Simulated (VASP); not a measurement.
# Ta4NiO11 (F-43m) in VASP: further runs, part 2 of 2

VASP 6.6.1.

## Step 3: Relaxation of cell and atoms, PBE+D3, collinear spin, ferromagnetic start

Contents of INCAR:

```
  PREC = Accurate
  ENCUT = 600
  EDIFF = 1E-6
  ISMEAR = -1
  SIGMA = 0.05
  LREAL = False
  LASPH = True
  NELM = 100
  ALGO = Normal
  ISIF = 3
  LWAVE = False
  LCHARG = False
  ISPIN = 2
  MAGMOM = 0 0 0 0 1 0 0 0 0 0 0 0 0 0 0 0
  LORBIT = 11
  LMAXMIX = 4
  GGA = PE
  IVDW = 11
  IBRION = 2
  NSW = 40
  EDIFFG = -0.01
  KPAR = 4
```

Contents of KPOINTS:

```
Automatic mesh
0
Gamma
  5 5 5
```

Contents of POSCAR:

```
Ta4NiO11
1.0
    0.0000000000      4.8671500000      4.8671500000
    4.8671500000      0.0000000000      4.8671500000
    4.8671500000      4.8671500000      0.0000000000
Ta Ni O
4 1 11
Direct
    0.6300700000      0.1098000000      0.6300700000
    0.6300700000      0.6300700000      0.6300700000
    0.1098000000      0.6300700000      0.6300700000
    0.6300700000      0.6300700000      0.1098000000
    0.0000000000      0.0000000000      0.0000000000
    0.2500000000      0.2500000000      0.2500000000
    0.8434600000      0.4696200000      0.8434600000
    0.8434600000      0.8434600000      0.8434600000
    0.4696200000      0.8434600000      0.8434600000
    0.8434600000      0.8434600000      0.4696200000
    0.3002300000      0.6997700000      0.6997700000
    0.6997700000      0.3002300000      0.3002300000
    0.6997700000      0.6997700000      0.3002300000
    0.3002300000      0.3002300000      0.6997700000
    0.3002300000      0.6997700000      0.3002300000
    0.6997700000      0.3002300000      0.6997700000
```

Potentials or basis: VASP PAW PBE potentials, release 64 (Ta_pv, Ni, O).

Launch:

```bash
> cat potpaw_PBE.64/Ta_pv/POTCAR potpaw_PBE.64/Ni/POTCAR potpaw_PBE.64/O/POTCAR > POTCAR
> mpirun -np 4 vasp_std > vasp.out
```

Run time: 1.7 h. Hardware: 4 MPI ranks of Intel Xeon Platinum 8488C (Sapphire Rapids), shared host; peak memory 1 GiB.

The run converged. Its results:

```yaml
Free_energy: -141.9962 eV
Relaxed_volume: 14.28 Å³/atom
Relaxed_cell: a = 6.862 Å, b = 6.862 Å, c = 6.862 Å, α = 60.00°, β = 60.00°, γ = 60.00°
Space_group_after_relaxing_to_0.05_Å: F-43m (No. 216)
Energy_gained_by_relaxing: 21.5 meV/atom
Ionic_steps: 28
Pressure_after_relaxing: -0.1 GPa
Largest_force_after_relaxing: 0.005 eV/Å
Band_gap_on_the_k_mesh: none (metal or under the smearing width)
Net_moment: 2.15 μB per cell
Site_moments: Ta -0.03; Ni +1.02; O +0.97, +0.00 μB
Valence_electrons_inside_the_program's_atomic_spheres: Ta 8.85; Ni 8.63; O 4.69, 5.07, 5.09
Dispersion_energy_per_atom: -0.164 eV
```

Forces on the atoms (eV/Å):
```
Ta   0.003 -0.002  0.003
Ta  -0.003 -0.003 -0.003
Ta  -0.002  0.003  0.003
Ta   0.003  0.003 -0.002
Ni   0.000  0.000  0.000
O    0.000  0.000  0.000
O    0.001 -0.001  0.001
O   -0.001 -0.001 -0.001
O   -0.001  0.001  0.001
O    0.001  0.001 -0.001
O    0.001  0.000  0.000
O   -0.001  0.000  0.000
O    0.000  0.000  0.001
O    0.000  0.000 -0.001
O    0.000 -0.001  0.000
O    0.000  0.001  0.000
```

Step by step:
```csv
step,energy change (eV),largest force (eV/Å),pressure (GPa),volume (Å³)
1,0.0000,0.1109,-1.45,230.60
2,-0.3543,0.5776,2.72,226.27
3,-0.3364,0.3007,0.27,229.13
4,-0.3371,0.2619,0.01,229.47
5,-0.3372,0.2374,-0.33,229.69
6,-0.3372,0.2486,-0.18,229.59
7,-0.3366,0.2180,0.97,227.68
8,-0.3404,0.1118,0.38,228.69
9,-0.3415,0.1597,-0.50,229.26
10,-0.3421,0.0885,-0.30,229.05
11,-0.3421,0.0771,-0.10,229.01
12,-0.3421,0.0823,-0.19,229.03
13,-0.3432,0.0266,-0.09,228.84
14,-0.3432,0.0395,-0.14,228.80
15,-0.3435,0.0134,0.17,228.43
16,-0.3435,0.0150,-0.11,228.50
17,-0.3435,0.0137,0.09,228.46
18,-0.3436,0.0251,0.01,228.53
19,-0.3436,0.0232,-0.22,228.52
20,-0.3435,0.0146,0.07,228.50
21,-0.3436,0.0182,-0.09,228.51
22,-0.3436,0.0156,0.03,228.47
23,-0.3436,0.0168,-0.02,228.49
24,-0.3436,0.0158,0.09,228.48
25,-0.3436,0.0161,-0.01,228.48
26,-0.3436,0.0161,-0.05,228.48
27,-0.3436,0.0157,-0.02,228.48
28,-0.3436,0.0045,-0.10,228.47
```

Final structure:
```
Ta Ni O
1.0
    -0.00001    4.85210    4.85210
     4.85210   -0.00001    4.85210
     4.85210    4.85210   -0.00001
Ta Ni O
4 1 11
Direct
  0.63020 0.10939 0.63020
  0.63021 0.63021 0.63021
  0.10939 0.63020 0.63020
  0.63020 0.63020 0.10939
  0.00000 0.00000 0.00000
  0.25000 0.25000 0.25000
  0.84367 0.46900 0.84367
  0.84367 0.84367 0.84367
  0.46900 0.84367 0.84367
  0.84367 0.84367 0.46900
  0.29899 0.70101 0.70101
  0.70101 0.29899 0.29899
  0.70101 0.70101 0.29899
  0.29899 0.29899 0.70101
  0.29899 0.70101 0.29899
  0.70101 0.29899 0.70101
```

Levels at points of the mesh, in eV from the Fermi level:
Spin up:
```csv
k point,band 58,band 59,band 60,band 61,band 62,band 63,band 64,band 65
"(0.00, 0.00, 0.00)",-1.07,-0.97,-0.96,-0.96,-0.26,-0.26,0.35,0.96
```
Spin down:
| k point | band 55 | band 56 | band 57 | band 58 | band 59 | band 60 | band 61 | band 62 | band 63 | band 64 |
| --- | --- | --- | --- | --- | --- | --- | --- | --- | --- | --- |
| (0.00, 0.00, 0.00) | -0.35 | -0.13 | -0.13 | -0.13 | 0.00 | 0.00 | 0.06 | 0.06 | 0.06 | 0.47 |

Caveat: a cell with one magnetic atom can't hold antiferromagnetic order, which such compounds often take; semilocal functionals often make such compounds metallic where correlation or magnetic order opens a gap, which also shifts bond lengths; pairwise dispersion overbinds metals, which lowers pressure and volume.

## Step 4: Relaxation of cell and atoms, PBE+D3(BJ), collinear spin, ferromagnetic start

Changes to INCAR since step 3:

```diff
@@ -17,3 +17,3 @@
   GGA = PE
-  IVDW = 11
+  IVDW = 12
   IBRION = 2
```

KPOINTS is that of step 3.

POSCAR is that of step 3.

Potentials or basis: VASP PAW PBE potentials, release 64 (Ta_pv, Ni, O).

Launch:

```bash
> cat potpaw_PBE.64/Ta_pv/POTCAR potpaw_PBE.64/Ni/POTCAR potpaw_PBE.64/O/POTCAR > POTCAR
> mpirun -np 4 vasp_std > vasp.out
```

OUTCAR:

```text
PREC = Accurate
   ENCUT = 600
   EDIFF = 1E-6
   ISMEAR = -1
   LREAL = False
   LASPH = True
   NELM = 100
   ISIF = 3
   ISPIN = 2
   LORBIT = 11
   GGA = PE
   IVDW = 12
   IBRION = 2
   NSW = 40
   EDIFFG = -0.01
 IVDW          = 12

 ion  position               nearest neighbor table
   1  0.630  0.110  0.630-  16 1.91  14 1.91  12 1.91   8 2.11  10 2.11   9 2.11   2 3.30   3 3.30
                             4 3.30   4 3.58   2 3.58   3 3.58
   2  0.630  0.630  0.630-  11 1.91  13 1.91  16 1.91   7 2.11   9 2.11  10 2.11   1 3.30   3 3.30
                             4 3.30   4 3.58   1 3.58   3 3.58
   3  0.110  0.630  0.630-  11 1.91  14 1.91  15 1.91   8 2.11  10 2.11   7 2.11   1 3.30   2 3.30
                             4 3.30   2 3.58   4 3.58   1 3.58
   4  0.630  0.630  0.110-  13 1.91  12 1.91  15 1.91   8 2.11   9 2.11   7 2.11   1 3.30   2 3.30
                             3 3.30   2 3.58   1 3.58   3 3.58
[... 1957 lines left out ...]
      3     -33.8954      1.00000
      4     -33.8954      1.00000
      5     -33.8338      1.00000
      6     -33.8338      1.00000
[... 1414 lines left out ...]
     71       6.0039      0.00000
     72       6.1365      0.00000
 [bands above 72 left out]

------------------------ aborting loop because EDIFF is reached ----------------------------------------

 Edisp (eV)   -3.22772

 E8    (eV) :    -1.3365
[... 39 lines left out ...]
  FREE ENERGIE OF THE ION-ELECTRON SYSTEM (eV)
  ---------------------------------------------------
  free  energy   TOTEN  =      -142.4016646362 eV

  energy  without entropy=     -142.1930829591  energy(sigma->0) =     -142.29737380

 reached required accuracy - stopping structural energy minimisation

 total charge

# of ion       s       p       d       tot
------------------------------------------
    1        0.348   6.317   2.191   8.856
    2        0.348   6.317   2.191   8.856
    3        0.348   6.317   2.191   8.856
    4        0.348   6.317   2.191   8.856
    5        0.088   0.058   8.527   8.673
    6        1.594   3.094   0.000   4.688
[... 8 lines left out ...]
   15        1.571   3.521   0.000   5.092
   16        1.571   3.521   0.000   5.092
--------------------------------------------------
tot         18.769  63.550  17.289  99.608

 magnetization (x)

# of ion       s       p       d       tot
------------------------------------------
    1       -0.000  -0.001  -0.015  -0.016
    2       -0.000  -0.001  -0.015  -0.016
    3       -0.000  -0.001  -0.015  -0.016
    4       -0.000  -0.001  -0.015  -0.016
    5       -0.001  -0.000  -0.028  -0.029
    6        0.011   0.975   0.000   0.986
[... 8 lines left out ...]
   15       -0.000   0.002   0.000   0.001
   16       -0.000   0.002   0.000   0.001
--------------------------------------------------
tot          0.007   0.980  -0.088   0.899
```

CONTCAR:

```text
Ta4NiO11
   1.00000000000000
     0.0000199217267515    4.8444231751699300    4.8444231751699300
     4.8444231751699300    0.0000199217267515    4.8444231751699300
     4.8444231751699300    4.8444231751699300    0.0000199217267515
  Ta              Ni              O
     4     1    11
Direct
     0.6302283051465798    0.1093182480311022    0.6302283051465798
     0.6302281472077987    0.6302281472077987    0.6302281472077987
     0.1093182480311022    0.6302283051465798    0.6302283051465798
     0.6302283051465798    0.6302283051465798    0.1093182480311022
     0.9999998399404060    0.9999998399404060    0.9999998399404060
     0.2499996127663702    0.2499996127663702    0.2499996127663702
[... 8 lines left out ...]
     0.2987590287380840    0.7012418383093981    0.2987590287380840
     0.7012425426667693    0.2987590832770814    0.7012425426667693

  0.00000000E+00  0.00000000E+00  0.00000000E+00
  0.00000000E+00  0.00000000E+00  0.00000000E+00
  0.00000000E+00  0.00000000E+00  0.00000000E+00
  0.00000000E+00  0.00000000E+00  0.00000000E+00
  0.00000000E+00  0.00000000E+00  0.00000000E+00
  0.00000000E+00  0.00000000E+00  0.00000000E+00
[... 8 lines left out ...]
  0.00000000E+00  0.00000000E+00  0.00000000E+00
  0.00000000E+00  0.00000000E+00  0.00000000E+00
```

Wall time 1.7 h (4 MPI ranks of Intel Xeon Platinum 8488C (Sapphire Rapids), shared host); peak memory 1 GiB.

What came out:

* Free energy: -142.4017 eV
* Relaxed volume: 14.21 Å³/atom
* Relaxed cell: a = 6.851 Å, b = 6.851 Å, c = 6.851 Å, α = 60.00°, β = 60.00°, γ = 60.00°
* Space group after relaxing (to 0.05 Å): F-43m (No. 216)
* Energy gained by relaxing: 10.3 meV/atom
* Ionic steps: 20
* Pressure after relaxing: 0.0 GPa
* Largest force after relaxing: 0.010 eV/Å
* Band gap on the k mesh: none (metal or under the smearing width)
* Net moment: 1.14 μB per cell
* Site moments: Ta -0.02; Ni -0.03; O +0.99, -0.00, +0.00 μB
* Valence electrons inside the program's atomic spheres: Ta 8.86; Ni 8.67; O 4.69, 5.07, 5.09
* Dispersion energy per atom: -0.202 eV

Forces in eV/Å, atoms in the order of the input:
```
Ta   0.005 -0.005  0.005
Ta  -0.005 -0.005 -0.005
Ta  -0.005  0.005  0.005
Ta   0.005  0.005 -0.005
Ni   0.000  0.000  0.000
O    0.000  0.000  0.000
O    0.005 -0.006  0.005
O   -0.006 -0.006 -0.006
O   -0.006  0.005  0.005
O    0.005  0.005 -0.006
O    0.007  0.000  0.000
O   -0.007  0.000  0.000
O    0.000  0.000  0.007
O    0.000  0.000 -0.007
O    0.000 -0.007  0.000
O    0.000  0.007  0.000
```

The path:
| step | energy change (eV) | largest force (eV/Å) | pressure (GPa) | volume (Å³) |
| --- | --- | --- | --- | --- |
| 1 | 0.0000 | 0.1175 | -2.17 | 230.60 |
| 2 | -0.3343 | 0.6816 | 3.89 | 224.13 |
| 3 | -0.1546 | 0.3381 | 0.29 | 228.30 |
| 4 | -0.1552 | 0.3027 | -0.37 | 228.68 |
| 5 | -0.1551 | 0.3137 | 0.02 | 228.56 |
| 6 | -0.1552 | 0.3086 | 0.03 | 228.61 |
| 7 | -0.1556 | 0.3324 | 0.96 | 226.62 |
| 8 | -0.1606 | 0.1302 | 0.41 | 227.58 |
| 9 | -0.1631 | 0.1087 | -0.52 | 228.29 |
| 10 | -0.1635 | 0.0856 | -0.20 | 228.11 |
| 11 | -0.1645 | 0.0815 | -0.16 | 227.84 |
| 12 | -0.1645 | 0.0693 | -0.15 | 227.86 |
| 13 | -0.1652 | 0.0465 | 0.09 | 227.38 |
| 14 | -0.1652 | 0.0393 | 0.20 | 227.23 |
| 15 | -0.1652 | 0.0422 | 0.12 | 227.29 |
| 16 | -0.1652 | 0.0628 | -0.10 | 227.47 |
| 17 | -0.1653 | 0.0139 | 0.01 | 227.39 |
| 18 | -0.1653 | 0.0122 | -0.01 | 227.39 |
| 19 | -0.1653 | 0.0151 | 0.07 | 227.34 |
| 20 | -0.1653 | 0.0096 | 0.05 | 227.38 |

Final structure:
```
Ta Ni O
1.0
     0.00002    4.84442    4.84442
     4.84442    0.00002    4.84442
     4.84442    4.84442    0.00002
Ta Ni O
4 1 11
Direct
  0.63023 0.10932 0.63023
  0.63023 0.63023 0.63023
  0.10932 0.63023 0.63023
  0.63023 0.63023 0.10932
  0.00000 0.00000 0.00000
  0.25000 0.25000 0.25000
  0.84380 0.46861 0.84380
  0.84380 0.84380 0.84380
  0.46861 0.84380 0.84380
  0.84380 0.84380 0.46861
  0.29876 0.70124 0.70124
  0.70124 0.29876 0.29876
  0.70124 0.70124 0.29876
  0.29876 0.29876 0.70124
  0.29876 0.70124 0.29876
  0.70124 0.29876 0.70124
```

Levels at points of the mesh, in eV from the Fermi level:
Spin up:
| k point | band 59 | band 60 | band 61 | band 62 | band 63 | band 64 |
| --- | --- | --- | --- | --- | --- | --- |
| (0.00, 0.00, 0.00) | -0.08 | -0.08 | -0.08 | -0.05 | -0.05 | 0.57 |
Spin down:
```csv
k point,band 58,band 59,band 60,band 61,band 62,band 63
"(0.00, 0.00, 0.00)",-0.16,-0.05,-0.05,0.05,0.05,0.05
```

Caveat: a cell with one magnetic atom can't hold antiferromagnetic order, which such compounds often take; semilocal functionals often make such compounds metallic where correlation or magnetic order opens a gap, which also shifts bond lengths; pairwise dispersion overbinds metals, which lowers pressure and volume. With open d or f shells a metallic result of PBE can be an artefact of self-interaction; +U or a hybrid may open a gap.

## Step 5: Relaxation of cell and atoms, PBE+D4, collinear spin, ferromagnetic start

Changes to INCAR since step 4:

```diff
@@ -17,3 +17,3 @@
   GGA = PE
-  IVDW = 12
+  IVDW = 13
   IBRION = 2
```

KPOINTS is that of step 4.

POSCAR is that of step 4.

Launch:

```bash
> cat potpaw_PBE.64/Ta_pv/POTCAR potpaw_PBE.64/Ni/POTCAR potpaw_PBE.64/O/POTCAR > POTCAR
> mpirun -np 4 vasp_std > vasp.out
```

It took 81 min on 4 MPI ranks of Intel Xeon Platinum 8488C (Sapphire Rapids), shared host; peak memory 1.1 GiB.

Results (log left out):

| Item | Value |
| --- | --- |
| Free energy | -141.9939 eV |
| Relaxed volume | 14.23 Å³/atom |
| Relaxed cell | a = 6.853 Å, b = 6.853 Å, c = 6.853 Å, α = 60.00°, β = 60.00°, γ = 60.00° |
| Space group after relaxing (to 0.05 Å) | F-43m (No. 216) |
| Energy gained by relaxing | 10.1 meV/atom |
| Ionic steps | 16 |
| Pressure after relaxing | 0.0 GPa |
| Largest force after relaxing | 0.005 eV/Å |
| Band gap on the k mesh | none (metal or under the smearing width) |
| Net moment | 1.14 μB per cell |
| Site moments | Ta -0.02; Ni -0.03; O +0.99, -0.00, +0.00 μB |
| Valence electrons inside the program's atomic spheres | Ta 8.86; Ni 8.67; O 4.69, 5.07, 5.09 |
| Dispersion energy per atom | -0.176 eV |

Forces on the atoms (eV/Å):
```
Ta  -0.001  0.001 -0.001
Ta   0.001  0.001  0.001
Ta   0.001 -0.001 -0.001
Ta  -0.001 -0.001  0.001
Ni   0.000  0.000  0.000
O    0.000  0.000  0.000
O    0.003 -0.003  0.003
O   -0.003 -0.003 -0.003
O   -0.003  0.003  0.003
O    0.003  0.003 -0.003
O   -0.001  0.000  0.000
O    0.001  0.000  0.000
O    0.000  0.000 -0.001
O    0.000  0.000  0.001
O    0.000  0.001  0.000
O    0.000 -0.001  0.000
```

The path:
| step | energy change (eV) | largest force (eV/Å) | pressure (GPa) | volume (Å³) |
| --- | --- | --- | --- | --- |
| 1 | 0.0000 | 0.1345 | -2.08 | 230.60 |
| 2 | -0.3347 | 0.7115 | 3.70 | 224.40 |
| 3 | -0.1532 | 0.3316 | 0.24 | 228.44 |
| 4 | -0.1539 | 0.2918 | -0.09 | 228.82 |
| 5 | -0.1539 | 0.2790 | -0.22 | 228.94 |
| 6 | -0.1548 | 0.3069 | 0.70 | 227.15 |
| 7 | -0.1586 | 0.1081 | 0.19 | 227.99 |
| 8 | -0.1610 | 0.0811 | -0.24 | 228.17 |
| 9 | -0.1610 | 0.0851 | -0.27 | 228.19 |
| 10 | -0.1618 | 0.0946 | -0.07 | 227.67 |
| 11 | -0.1619 | 0.0521 | -0.07 | 227.79 |
| 12 | -0.1622 | 0.0147 | 0.16 | 227.43 |
| 13 | -0.1622 | 0.0155 | 0.11 | 227.48 |
| 14 | -0.1622 | 0.0368 | -0.34 | 227.63 |
| 15 | -0.1623 | 0.0189 | -0.02 | 227.57 |
| 16 | -0.1623 | 0.0054 | -0.02 | 227.60 |

Final structure:
```
Ta Ni O
1.0
     0.00000    4.84598    4.84598
     4.84598    0.00000    4.84598
     4.84598    4.84598    0.00000
Ta Ni O
4 1 11
Direct
  0.63020 0.10939 0.63020
  0.63020 0.63020 0.63020
  0.10939 0.63020 0.63020
  0.63020 0.63020 0.10939
  0.00000 0.00000 0.00000
  0.25000 0.25000 0.25000
  0.84373 0.46881 0.84373
  0.84373 0.84373 0.84373
  0.46881 0.84373 0.84373
  0.84373 0.84373 0.46881
  0.29889 0.70111 0.70111
  0.70111 0.29889 0.29889
  0.70111 0.70111 0.29889
  0.29889 0.29889 0.70111
  0.29889 0.70111 0.29889
  0.70111 0.29889 0.70111
```

Levels at points of the mesh, in eV from the Fermi level:
Spin up:
```csv
k point,band 57,band 58,band 59,band 60,band 61,band 62,band 63,band 64,band 65,band 66
"(0.00, 0.00, 0.00)",-0.30,-0.30,-0.08,-0.08,-0.08,-0.05,-0.05,0.57,1.02,1.02
```
Spin down:
| k point | band 57 | band 58 | band 59 | band 60 | band 61 | band 62 | band 63 | band 64 |
| --- | --- | --- | --- | --- | --- | --- | --- | --- |
| (0.00, 0.00, 0.00) | -0.16 | -0.16 | -0.05 | -0.05 | 0.05 | 0.05 | 0.05 | 0.55 |

Caveat: a cell with one magnetic atom can't hold antiferromagnetic order, which such compounds often take; semilocal functionals often make such compounds metallic where correlation or magnetic order opens a gap, which also shifts bond lengths; pairwise dispersion overbinds metals, which lowers pressure and volume. The run has no spin-orbit coupling, so splittings on Ta are missing.

## Step 6: For comparison

An earlier run on the cell as given: functional PBE; potentials or basis VASP PAW PBE potentials, release 64 (Ta_pv, Ni, O); cutoff 520 eV; k mesh 5 × 5 × 5; occupations fermi-dirac, width 0.05 eV; collinear spin, ferromagnetic start; starting moments [0.0, 0.0, 0.0, 0.0, 1.0, 0.0, 0.0, 0.0, 0.0, 0.0, 0.0, 0.0, 0.0, 0.0, 0.0, 0.0] μB.

* Pressure: 0.2 GPa
* Largest force: 0.047 eV/Å
* Band gap on the k mesh: none (metal or under the smearing width)
* Net moment: 1.04 μB per cell
* Site moments: Ta -0.01; Ni +1.05; O -0.01, +0.00 μB
* Valence electrons inside the program's atomic spheres: Ta 8.83; Ni 8.61; O 4.70, 5.06, 5.09

## Step 7: The runs side by side

| task | level | cell | cutoff (eV) | gap on the mesh (eV) | pressure (GPa) | moment (μB) | relaxed volume (Å³/atom) | largest force (eV/Å) |
| --- | --- | --- | --- | --- | --- | --- | --- | --- |
| relaxation of cell and atoms | PBE+D2 | relaxed | 600 | none | 0.0 | 2.14 | 14.28 | 0.01 |
| relaxation of cell and atoms | PBE+D3 | relaxed | 600 | none | -0.1 | 2.15 | 14.28 | - |
| relaxation of cell and atoms | PBE+D3(BJ) | relaxed | 600 | none | 0.0 | 1.14 | 14.21 | 0.01 |
| relaxation of cell and atoms | PBE+D4 | relaxed | 600 | none | 0.0 | 1.14 | 14.23 | 0.01 |
| single point | PBE | as given | 520 | none | 0.2 | 1.04 | - | 0.05 |

Alike in all rows: potentials or basis VASP PAW PBE potentials, release 64 (Ta_pv, Ni, O); spin collinear, ferromagnetic start; k mesh 5 × 5 × 5; smearing fermi-dirac 0.05 eV.

Caveats: a cell with one magnetic atom can't hold antiferromagnetic order, which such compounds often take; semilocal functionals often make such compounds metallic where correlation or magnetic order opens a gap, which also shifts bond lengths; pairwise dispersion overbinds metals, which lowers pressure and volume (some runs); atom-pairwise D2, TS and ULG terms overbind metals (some runs).

Absolute energies hang on the potentials; compare differences alone.
